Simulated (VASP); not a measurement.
Data:

```xyz
2
Lattice="0.0000 2.3422 2.3422 2.3422 0.0000 2.3422 2.3422 2.3422 0.0000" Properties=species:S:1:pos:R:3 pbc="T T T"
Cd     0.0000     0.0000     0.0000
O      2.3422     2.3422     2.3422
```

Method: HSEsol screened hybrid, VASP's PBE PAW potentials (set 64) (plane waves; VASP). Settings: 520 eV cut-off, 8×8×8 Γ-centred mesh, Gaussian smearing of 0.050 eV, potentials Cd O.

Question: What does the run give for the energy per atom (σ→0), pressure, band gap (on the k-mesh) with the smallest direct gap where there is one?

Answer: 
```yaml
band gap (on the k-mesh): 0.82 eV
smallest direct gap (on the k-mesh): 2.23 eV
energy per atom (σ→0): -5.297 eV/atom
pressure: -1.18 GPa
```

Only differences to runs with the same potentials and settings are physical.

The compound is CdO in the rock salt structure. This cell is one point of a volume scan, at 0.94 of the reference volume. The cell's shape comes from a PBE relaxation.
